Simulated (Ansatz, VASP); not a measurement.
# LiF (Griceite) in two plane-wave programs, part 2 of 3

One calculation is typed for both programs; each brings its own data sets. How far apart do they land? The cell is taken from a series of runs on this material, whose earlier steps may have relaxed, scaled, displaced or heated it; both programs get it as it stands.

VASP 6.6.1 and Ansatz 0.2.0.

So far: Starting point; VASP: zone-centre phonons, LDA, pair 1.

## Step 3: Ansatz: zone-centre phonons, LDA, pair 1

Level of this step: Ansatz beside VASP: Kohn-Sham DFT, plane waves, LDA (Ansatz).

Ansatz runs on its PAW soft_1 files.

The same cell, functional (in two slightly different forms) and mesh now go to Ansatz, which takes its cutoff from its data sets.

input.yaml

```yaml
crystal:
  lattice:
    - [0.0, 1.8862050846, 1.8862050846]
    - [1.8862050846, 0.0, 1.8862050846]
    - [1.8862050846, 1.8862050846, 0.0]
  atoms:
    - { symbol: Li, position: [0.0, 0.0, 0.0] }
    - { symbol: F, position: [0.5, 0.5, 0.5] }
kpoints:
  mp_grid: { grid: [12, 12, 12] }
hamiltonian:
  xc: lda
  pseudopotentials: { kind: paw, azcp: { folder: soft_1 }, xc_functional: pbe }
scf:
  occupations: { method: fixed }
output:
  eigenvalues: true
phonons:
  method: dfpt
  dielectric: true
  rigid_motions: translations
```

Launch:

```
$ ansatz run input.yaml --threads 4 --pin off --max-ram 10240MiB --backend cpu --events-out ev --progress --plain --runs-dir out
```

Numbers of over 12 decimals in the logs are rounded to 6 here.

Log:

```text
Engine: ansatz 0.2.0, x86_64-unknown-linux-gnu
Pseudopotentials: kind: paw
Pseudopotential: Li, paw, valence charge 3, recommended cutoff 420 eV (normal), soft_1/Li.paw.azcp
Pseudopotential: F, paw, valence charge 7, recommended cutoff 420 eV (normal), soft_1/F.paw.azcp
Functional definition: SPW92
  exchange = slater_x
  correlation = pw_c
Crystal: 2 atoms, lattice volume = 13.421 Å³
Basis set: ecut = 420 eV, 259 PW (Γ), exchange–correlation on 36×36×36 points (8 copies of the dense FFT grid, shifted against one another)
Bands: 9, of which v1, the nominal top of the filled ones, is band 5 counted from 1 (4 counted from 0)
Symmetry: 48 space group operations
k-points: 163 of 1728 (irreducible under 8 space group operations, time reversal used)
Non-local potential: Li, projectors of the file, l = 0: 3, l = 1: 2, l = 2: 1
Non-local potential: F, projectors of the file, l = 0: 2, l = 1: 2, l = 2: 1
PAW form: soft (Blöchl's): semilocal exchange-correlation on the pseudo side does not see the compensation charge
PAW frozen core: F, regenerated for the run's functional, and the local potential with it (the file was generated under x = pbe(κ = 0.804, μ = 0.219515), c = pbe(β = 0.066725))
PAW one-centre angular grid: Li, 110 points (default); XC on 64 Gauss nodes
PAW one-centre angular grid: F, 110 points (default); XC on 64 Gauss nodes
Initial density: superposition of atomic densities (chi_scale 0.1, normalization cell, long waves kept (reshape's long-wave potential 0.00 eV rms))
Initial wavefunctions: pseudopotential atomic-orbital guess
Functional: x = slater, c = lda
SCF iter   1: F=—  HF=-998.623984 eV  |F-HF|=—  |Δ(HF+E_count)|=         —  Δρ=6.36e-2  dr2=2.79e-1  ethr=3.10e-3  ⟨swp⟩=4.0  Hψ=8044  notcnv=0  defer=310
preconditioner: auto → none  [insulator: Δε(μ)=10.322 eV  Ē_g=23.978 eV  n_scr=0 (ndim 8)  ℏωp=28.7 eV  f_vac=0.000  ε∞_Penn≈2.4]
SCF iter   2: F=—  HF=-998.648396 eV  |F-HF|=—  |Δ(HF+E_count)|=   2.44e-2  Δρ=3.26e-2  dr2=6.44e-2  ethr=2.79e-3  ⟨swp⟩=2.0  Hψ=3103  notcnv=0  defer=320
SCF iter   3: F=—  HF=-998.658618 eV  |F-HF|=—  |Δ(HF+E_count)|=   1.02e-2  Δρ=1.61e-2  dr2=1.82e-2  ethr=6.44e-4  ⟨swp⟩=2.7  Hψ=2404  notcnv=0  defer=320
SCF iter   4: F=—  HF=-998.654127 eV  |F-HF|=—  |Δ(HF+E_count)|=   4.49e-3  Δρ=6.35e-4  dr2=2.66e-5  ethr=1.82e-4  ⟨swp⟩=2.5  Hψ=2281  notcnv=0  defer=327
SCF iter   5: F=—  HF=-998.654138 eV  |F-HF|=—  |Δ(HF+E_count)|=   1.05e-5  Δρ=6.93e-5  dr2=1.95e-7  ethr=2.66e-7  ⟨swp⟩=2.0  Hψ=1812  notcnv=0  defer=224
SCF iter   6: F=—  HF=-998.654137 eV  |F-HF|=—  |Δ(HF+E_count)|=   3.16e-7  Δρ=6.70e-6  dr2=2.96e-9  ethr=1.95e-9  ⟨swp⟩=2.8  Hψ=2233  notcnv=0
SCF iter   7: F=-998.654137 eV  HF=-998.654137 eV  |F-HF|=1.41e-11  |Δ(HF+E_count)|=   2.33e-9  Δρ=5.01e-7  dr2=1.01e-11  ethr=1.00e-12  ⟨swp⟩=6.0  Hψ=7426  notcnv=0
SCF 1 converged in 7 iterations: F = -998.654137 eV  dr2 = 1.01e-11
  greatest PAW one-centre occupation: 1.001 electrons in one spin orbital (limit 2), on the Li atom at site 0 (counted from 0), in its partial waves of l = 0
NSCF: frozen V_eff on 1 k-points
DFPT response loops at Γ: preconditioner auto → none (the input reference at scf.mixing.eps_inf says where Resta's filter doesn't serve); β = 0.50; Broyden in place of MSR1
SCF converged after 7 iterations
Free energy (F): -998.654137 eV
Harris-Foulkes:  -998.654137 eV  (|F-HF|=1.41e-11)
Internal energy: -998.654137 eV  (E = F + TS)
E sigma→0 (E₀):  -998.654137 eV
Fermi energy:    2.331945 eV
--- Per-component energies (eV) ---
  E_band       = -103.644038
  E_kinetic    = 217.249970
  E_local      = -594.520168  (includes V_loc(G=0)·N_el)
  E_nonlocal   = 70.952885
  E_hartree    = 202.644154
  E_xc         = -85.991857
  E_vxc        = -111.483097  (∫ρ·V_xc dr)
  E_paw        = -214.226672  (= ΣΔE_a)
  E_vpaw       = -91.132778  (= ΣTr[D̂ρ^β])
  E_aug_tail   = 0.000856  (compensation charges beyond the density's cutoff)
  E_ewald      = -594.876558
  E_core_change = 0.113252  (= ΣΔE_core)
  E_smearing   = -0.000000  (= −TS)
  E_closure    = 0.000000  (closes the sum)
  Σ components = -998.654137   (vs F -998.654137, Δ=0.00e0)
--- Band table (eV; the first three rows and the last of 163) ---
  k-point 0: bands = ["-37.1017", "-17.8375", "2.3308", "2.3308", "2.3308", "13.1806", "28.2164", "28.2164", "28.2164"]
  k-point 1: bands = ["-37.0913", "-17.8037", "2.0789", "2.3083", "2.3083", "13.3694", "25.5835", "27.0436", "27.0436"]
  k-point 2: bands = ["-37.0626", "-17.7077", "1.4293", "2.2494", "2.2494", "13.7894", "23.1942", "25.5924", "25.5924"]
  k-point 162: bands = ["-36.9038", "-16.8490", "-0.5237", "-0.5237", "1.3148", "18.6280", "18.6280", "21.2563", "24.0335"]
--- Phonons (Γ-DFPT): 2 representative perturbations + reference, on 163 of 1728 k-points (Σ response iterations 7) ---
  k mesh reduced under 8 symmetry operations, with k and −k counted as one. Each operation leaves every solved perturbation unchanged. A smaller set is not considered because the run solves the response to a homogeneous field
  ASR residual: 3.746e-4 → 0.000e0 eV/Å²; symmetrization residual: 7.602e-7 eV/Å²
  ASR residual per site (eV/Å²): 5.80e-6 3.75e-4
  Γ frequencies (cm⁻¹): 0.00 0.00 0.00 435.92 435.92 435.92
  ε∞ (high-frequency dielectric tensor):
        2.150391    -0.000000    -0.000000
        0.000000     2.150391    -0.000000
        0.000000     0.000000     2.150391
  ε⁰ (static dielectric tensor: ions relaxed, cell fixed):
        6.162545    -0.000000    -0.000000
        0.000000     6.162545    -0.000000
        0.000000     0.000000     6.162545
  ε⁰ − ε∞ (ionic part):
        4.012154    -0.000000     0.000000
       -0.000000     4.012154     0.000000
        0.000000     0.000000     4.012154
  softest optical mode at Γ: 435.92 cm⁻¹; the repairs (sum rule, projections) moved no ω² at Γ by more than (2.35 cm⁻¹)²
  Born effective charges Z* (e; rows j = field, columns β = displacement):
    site 0:
         1.02813    0.00000    0.00000
        -0.00000    1.02813    0.00000
         0.00000    0.00000    1.02813
    site 1:
        -1.02813   -0.00000    0.00000
         0.00000   -1.02813   -0.00000
         0.00000   -0.00000   -1.02813
  Z* charge neutrality: 1.020e-6 e pre-enforcement
  k-mesh period / interband length: 32.0 Å / 0.79 Å = 40.45 at k = (0.0000, 0.0000, -0.5000), direct gap 11.775 eV — 14 or more, which is no proof of convergence
  optical modes at Γ without the LO–TO term, one row a degenerate level:
      ω (cm⁻¹)  modes    IR ((D/Å)²/amu)
        435.92      3            14.3927
  optical modes at Γ + LO–TO along q̂ = [1.0000, 0.0000, 0.0000]:
      ω (cm⁻¹)  modes    IR ((D/Å)²/amu)
        435.92      2             9.5951
        737.95      1             4.7976
  optical modes at Γ + LO–TO along q̂ = [0.0000, 1.0000, 0.0000]:
      ω (cm⁻¹)  modes    IR ((D/Å)²/amu)
        435.92      2             9.5951
        737.95      1             4.7976
  optical modes at Γ + LO–TO along q̂ = [0.0000, 0.0000, 1.0000]:
      ω (cm⁻¹)  modes    IR ((D/Å)²/amu)
        435.92      2             9.5951
        737.95      1             4.7976
```

Reading the cycles: dr2 is the Hartree energy of the density residual (eV), the measure of convergence; HF is the Harris–Foulkes estimate of the energy, which meets the free energy F at convergence.

## Step 4: Differences

Known differences besides the potentials themselves: the two LDA forms differ slightly; fixed occupations in Ansatz, narrow Gaussian smearing in VASP; the cutoff is 420 eV in Ansatz and 750 eV in VASP; VASP's log shows a relativistic correction to its local exchange, Ansatz's none. Total energies have different zeros and are not compared.

The two programs side by side:

```
                                     quantity  Ansatz   VASP  difference
                                        ε∞ xx    2.15   2.14     +0.35 %
                                        ε∞ yy    2.15   2.14     +0.35 %
                                        ε∞ zz    2.15   2.14     +0.35 %
Born charge of Li1 (mean of the diagonal) (e)    1.03   1.03        0.00
 Born charge of F2 (mean of the diagonal) (e)   -1.03  -1.03        0.00
                   optical mode 1 to 3 (cm⁻¹)   435.9  440.1     -0.95 %
```

Modes are paired by rising frequency, not by their patterns, so a pair may set unlike modes beside each other; they are those without the splitting of longitudinal modes.

## Step 5: VASP: zone-centre phonons, LDA, pair 2

Second derivatives magnify differences that forces hide, and they need a tight electronic threshold. The cell compared in this pair holds 13.72 Å³, against 13.42 Å³ for the pair before.

INCAR

```
SYSTEM = LiF
PREC = Accurate
ENCUT = 750
EDIFF = 1E-08
NELM = 120
ISMEAR = 0
SIGMA = 0.01
LREAL = .FALSE.
ALGO = Normal
GGA = CA
NBANDS = 11
LORBIT = 11
LWAVE = .FALSE.
LCHARG = .FALSE.
ISIF = 2
IBRION = 8
LEPSILON = .TRUE.
LASPH = .TRUE.
GGA_COMPAT = .FALSE.
EFERMI = MIDGAP
KPAR = 2
```

POSCAR

```
LiF
1.0
    0.0000000000      1.9000747377      1.9000747377
    1.9000747377      0.0000000000      1.9000747377
    1.9000747377      1.9000747377      0.0000000000
Li F
1 1
Direct
    0.0000000000      0.0000000000      0.0000000000
    0.5000000000      0.5000000000      0.5000000000
```

KPOINTS

```
Automatic mesh
0
Gamma
12 12 12
0 0 0
```

PAW data sets: Li_sv and F (LDA family, release 64).

Launch:

```
$ mpirun -np 2 vasp_std
```

Log:

```text
[... set-up lines as in an earlier step ...]
 entering main loop
       N       E                     dE             d eps       ncg     rms          rms(c)
DAV:   1     0.430750746339E+02    0.43075E+02   -0.70055E+03  1616   0.122E+03
DAV:   2    -0.934483281702E+01   -0.52420E+02   -0.51437E+02  1844   0.239E+02
DAV:   3    -0.109484811590E+02   -0.16036E+01   -0.15950E+01  1962   0.362E+01
DAV:   4    -0.109709082263E+02   -0.22427E-01   -0.22423E-01  1898   0.454E+00
[...]
DAV:  12    -0.104752374219E+02   -0.42680E-08   -0.25884E-07  2100   0.375E-03    0.822E-04
DAV:  13    -0.104752374094E+02    0.12582E-07   -0.26674E-08  1775   0.163E-03    0.184E-04
DAV:  14    -0.104752374089E+02    0.50545E-09   -0.15971E-09  1155   0.495E-04
   1 F= -.10475237E+02 E0= -.10475237E+02  d E =0.000000E+00
 Linear response reoptimize wavefunctions to high precision
DAV:   1    -0.104752374090E+02   -0.12062E-09   -0.92112E-10  1733   0.252E-04
DAV:   2    -0.104752374090E+02   -0.81855E-11   -0.10525E-11  1098   0.293E-05
 Linear response G [H, r] |phi>, progress :
  Direction:   1
[...]
RMM:  21    -0.179667407352E+00   -0.54020E-07   -0.48994E-06  7162   0.386E-04    0.233E-05
 first order change of Fermi-energy   0.19821E-03
 force on displaced ion       1 direction 1 :  -3.312   0.000   0.000
 Born effective charge ion    1 direction 1 :   1.028   0.000   0.000
 Linear response progress:
  Degree of freedom:   2/  2
       N       E                     dE             d eps       ncg     rms          rms(c)
RMM:   1    -0.511899727882E+00   -0.51190E+00    0.49096E-01  6792   0.481E+00
RMM:   2    -0.504892446823E+00    0.70073E-02   -0.71096E-03  6468   0.756E-01    0.970E-02
RMM:   3    -0.506557996860E+00   -0.16656E-02   -0.83231E-04  6952   0.216E-01    0.521E-02
RMM:   4    -0.508627153329E+00   -0.20692E-02   -0.27067E-04  6641   0.126E-01    0.105E-02
[...]
RMM:  15    -0.508711185357E+00    0.19941E-08    0.13808E-07  6342   0.277E-04    0.175E-07
RMM:  16    -0.508711184009E+00    0.13476E-08    0.12845E-07  5758   0.275E-04    0.110E-07
RMM:  17    -0.508711183096E+00    0.91378E-09    0.12124E-07  5208   0.275E-04    0.215E-08
 first order change of Fermi-energy   0.16088E-02
 force on displaced ion       2 direction 1 :  -3.311   0.000   0.000
 Born effective charge ion    2 direction 1 :  -1.028   0.000   0.000
 Born effective charges drift removed
 Linear response finished
```

OUTCAR, selected parts (step 5):

```text
  Total        0.7044021      0.7044021      0.7044021      0.0000000      0.0000000     -0.0000000
  in kB       82.2600880     82.2600880     82.2600880      0.0000000      0.0000000     -0.0000000
  external PRESSURE =      82.2600880 kB  Pullay stress =       0.0000000 kB

 POSITION                                       TOTAL-FORCE (eV/Angst)
 -----------------------------------------------------------------------------------
      0.00000      0.00000      0.00000        -0.000000     -0.000000     -0.000000
      1.90007      1.90007      1.90007         0.000000      0.000000      0.000000
 -----------------------------------------------------------------------------------
    total drift:                               -0.000000     -0.000000      0.000000

 MACROSCOPIC STATIC DIELECTRIC TENSOR (including local field effects in DFT)
 ------------------------------------------------------
           2.136317     0.000000     0.000000
          -0.000000     2.136317    -0.000000
           0.000000     0.000000     2.136317
 ------------------------------------------------------

 MACROSCOPIC STATIC DIELECTRIC TENSOR IONIC CONTRIBUTION
 ------------------------------------------------------
           4.210696     0.000000     0.000000
           0.000000     4.210696     0.000000
           0.000000     0.000000     4.210696
 ------------------------------------------------------

[... 1 part as in an earlier step ...]

[... 1 further part left out ...]
```

## Step 6: Ansatz: zone-centre phonons, LDA, pair 2

The same cell, functional (in two slightly different forms) and mesh now go to Ansatz, which takes its cutoff from its data sets.

The cell is taken from a series of runs on this material, whose earlier steps may have relaxed, scaled, displaced or heated it; both programs get it as it stands.

input.yaml, the sections that differ from step 3:

```yaml
crystal:
  lattice:
    - [0.0, 1.9000747377, 1.9000747377]
    - [1.9000747377, 0.0, 1.9000747377]
    - [1.9000747377, 1.9000747377, 0.0]
  atoms:
    - { symbol: Li, position: [0.0, 0.0, 0.0] }
    - { symbol: F, position: [0.5, 0.5, 0.5] }
# kpoints, hamiltonian, scf, output, phonons: as in step 3
```

Launch:

```
$ ansatz run input.yaml --threads 4 --pin off --max-ram 10240MiB --backend cpu --events-out ev --progress --plain --runs-dir out
```

Log:

```text
[...]
Crystal: 2 atoms, lattice volume = 13.720 Å³
Basis set: ecut = 420 eV, 283 PW (Γ), exchange–correlation on 36×36×36 points (8 copies of the dense FFT grid, shifted against one another)
Bands: 9, of which v1, the nominal top of the filled ones, is band 5 counted from 1 (4 counted from 0)
Symmetry: 48 space group operations
k-points: 163 of 1728 (irreducible under 8 space group operations, time reversal used)
[...]
optical modes at Γ + LO–TO along q̂ = [1.0000, 0.0000, 0.0000]:
      ω (cm⁻¹)  modes    IR ((D/Å)²/amu)
[...]
optical modes at Γ + LO–TO along q̂ = [0.0000, 1.0000, 0.0000]:
      ω (cm⁻¹)  modes    IR ((D/Å)²/amu)
        415.30      2             9.6425
        722.58      1             4.8212
  optical modes at Γ + LO–TO along q̂ = [0.0000, 0.0000, 1.0000]:
      ω (cm⁻¹)  modes    IR ((D/Å)²/amu)
        415.30      2             9.6425
        722.58      1             4.8212
[key lines of the parts left out:]
SCF converged after 7 iterations
Free energy (F): -998.672799 eV
Fermi energy:    2.110435 eV
```

## Step 7: Differences

Compared:

```
                                     quantity  Ansatz   VASP  difference
                                        ε∞ xx    2.14   2.14     +0.34 %
                                        ε∞ yy    2.14   2.14     +0.34 %
                                        ε∞ zz    2.14   2.14     +0.34 %
Born charge of Li1 (mean of the diagonal) (e)    1.03   1.03        0.00
 Born charge of F2 (mean of the diagonal) (e)   -1.03  -1.03        0.00
                   optical mode 1 to 3 (cm⁻¹)   415.3  419.4     -0.97 %
```

Modes are paired by rising frequency, not by their patterns, so a pair may set unlike modes beside each other; they are those without the splitting of longitudinal modes.

[end of part 2 of 3]

[Lines on the potential files, build, host, timing and source positions are cut from VASP's logs without a mark.]

[Logs are printed without paths, hosts, clocks, repeated set-up lines and the standing remarks that a program may print on its own settings, such as how far it seeks lower states.]

[Hosts, paths, dates, database ids (printed as entryN), source tags and the programs' standing remarks are cut or masked in the printed files.]
